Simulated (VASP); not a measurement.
OSZICAR of a VASP run on InP (relaxed from the zinc blende structure, space group F-43m):

### OSZICAR
```
       N       E                     dE             d eps       ncg     rms          rms(c)
DAV:   1     0.115470188696E+03    0.11547E+03   -0.85118E+03   754   0.162E+03
DAV:   2    -0.127984134500E+01   -0.11675E+03   -0.11324E+03   809   0.347E+02
DAV:   3    -0.868973804440E+01   -0.74099E+01   -0.73708E+01   957   0.927E+01
DAV:   4    -0.887342105357E+01   -0.18368E+00   -0.18361E+00   907   0.147E+01
DAV:   5    -0.888198362903E+01   -0.85626E-02   -0.85623E-02  1103   0.287E+00    0.837E+00
DAV:   6    -0.838108205985E+01    0.50090E+00   -0.78952E-01  1092   0.220E+01    0.471E+00
DAV:   7    -0.831024540537E+01    0.70837E-01   -0.31668E-01  1028   0.703E+00    0.143E+00
DAV:   8    -0.830608935992E+01    0.41560E-02   -0.32924E-02   979   0.294E+00    0.740E-01
DAV:   9    -0.830602791659E+01    0.61443E-04   -0.19578E-03  1076   0.714E-01    0.363E-01
DAV:  10    -0.830607348905E+01   -0.45572E-04   -0.29008E-04  1147   0.373E-01    0.175E-01
DAV:  11    -0.830608225202E+01   -0.87630E-05   -0.15251E-04  1077   0.248E-01    0.115E-01
DAV:  12    -0.830607727145E+01    0.49806E-05   -0.17887E-05   889   0.576E-02    0.183E-02
DAV:  13    -0.830607740275E+01   -0.13131E-06   -0.29539E-06   886   0.136E-02
   1 F= 0.27601162E+01 E0= 0.27601162E+01  d E =0.276012E+01
       N       E                     dE             d eps       ncg     rms          rms(c)
DAV:   1    -0.201434085525E+02   -0.11837E+02   -0.23859E+02   939   0.320E+02    0.390E+01
DAV:   2    -0.542103001317E+01    0.14722E+02   -0.42497E+01   894   0.274E+02    0.746E+00
DAV:   3    -0.459334700252E+01    0.82768E+00   -0.23569E+00  1113   0.227E+01    0.807E+00
DAV:   4    -0.444181372927E+01    0.15153E+00   -0.31800E-01   957   0.764E+00    0.441E+00
DAV:   5    -0.443511133077E+01    0.67024E-02   -0.46895E-02  1098   0.449E+00    0.181E+00
DAV:   6    -0.443846358477E+01   -0.33523E-02   -0.14723E-02  1098   0.220E+00    0.493E-01
DAV:   7    -0.443841051416E+01    0.53071E-04   -0.14575E-03   804   0.363E-01    0.244E-01
DAV:   8    -0.443842333371E+01   -0.12820E-04   -0.49638E-05  1124   0.975E-02    0.179E-01
DAV:   9    -0.443840669759E+01    0.16636E-04   -0.35988E-05   859   0.821E-02    0.330E-02
DAV:  10    -0.443840686327E+01   -0.16568E-06   -0.15217E-06   673   0.113E-02
   2 F= 0.39222928E+01 E0= 0.39222928E+01  d E =0.116218E+01
       N       E                     dE             d eps       ncg     rms          rms(c)
DAV:   1    -0.145293213938E+02   -0.10091E+02   -0.20099E+02   974   0.462E+02    0.159E+01
DAV:   2    -0.904587410663E+01    0.54834E+01   -0.12616E+01   984   0.845E+01    0.671E+00
DAV:   3    -0.777088389691E+01    0.12750E+01   -0.40229E+00  1024   0.508E+01    0.187E+00
DAV:   4    -0.774826718716E+01    0.22617E-01   -0.37974E-01   932   0.838E+00    0.135E+00
DAV:   5    -0.773812589553E+01    0.10141E-01   -0.13963E-02  1166   0.139E+00    0.762E-01
DAV:   6    -0.773416464909E+01    0.39612E-02   -0.33436E-03  1136   0.205E+00    0.311E-01
DAV:   7    -0.773384929118E+01    0.31536E-03   -0.11049E-03  1028   0.419E-01    0.144E-01
DAV:   8    -0.773384095563E+01    0.83356E-05   -0.10233E-04  1131   0.102E-01    0.522E-02
DAV:   9    -0.773383551665E+01    0.54390E-05   -0.19964E-05   904   0.101E-01    0.385E-02
DAV:  10    -0.773383678942E+01   -0.12728E-05   -0.11858E-06   452   0.122E-02    0.991E-03
DAV:  11    -0.773383592459E+01    0.86483E-06   -0.19248E-07   402   0.119E-02
   3 F= 0.26258304E+01 E0= 0.26258304E+01  d E =-.134286E+00
       N       E                     dE             d eps       ncg     rms          rms(c)
DAV:   1    -0.768740003945E+01    0.46437E-01   -0.94378E-02   944   0.810E+00    0.480E-01
DAV:   2    -0.768380857109E+01    0.35915E-02   -0.73171E-03   974   0.277E+00    0.148E-01
DAV:   3    -0.768323734592E+01    0.57123E-03   -0.14794E-03  1023   0.114E+00    0.106E-01
DAV:   4    -0.768323285244E+01    0.44935E-05   -0.10925E-04   799   0.114E-01    0.757E-02
DAV:   5    -0.768322416746E+01    0.86850E-05   -0.11508E-05   890   0.467E-02    0.335E-02
DAV:   6    -0.768322481331E+01   -0.64585E-06   -0.27964E-06   854   0.180E-02
   4 F= 0.26248949E+01 E0= 0.26248949E+01  d E =-.135221E+00
       N       E                     dE             d eps       ncg     rms          rms(c)
DAV:   1    -0.766879780186E+01    0.14426E-01   -0.79038E-03   944   0.235E+00    0.140E-01
DAV:   2    -0.766849560203E+01    0.30220E-03   -0.60850E-04   974   0.796E-01    0.437E-02
DAV:   3    -0.766844857960E+01    0.47022E-04   -0.12563E-04  1023   0.333E-01    0.300E-02
DAV:   4    -0.766844883284E+01   -0.25323E-06   -0.91472E-06   784   0.332E-02
   5 F= 0.26248737E+01 E0= 0.26248737E+01  d E =-.135243E+00
```

### Question
Which electronic solver shows in the log?

### Answer
It is blocked Davidson (ALGO = Normal, or the opening steps of other solvers). The INCAR had ALGO = Normal.

### Question
Can the final energy be trusted as converged?

### Answer
The calculation finished and met its thresholds. It stopped with EDIFF = 1E-6, NELM = 100, NSW = 40 and EDIFFG = -0.02 after 5 ionic steps (PBEsol GGA, plane waves, VASP's PBE PAW potentials (set 64)). Energy and stress use the plane-wave basis of the starting cell.

The structure was generated: InP was put into the zinc blende type (F-43m), which need not be its known phase. This run relaxes it under an external pressure of 45 GPa. Symmetry was kept, so distortions that lower it aren't found.
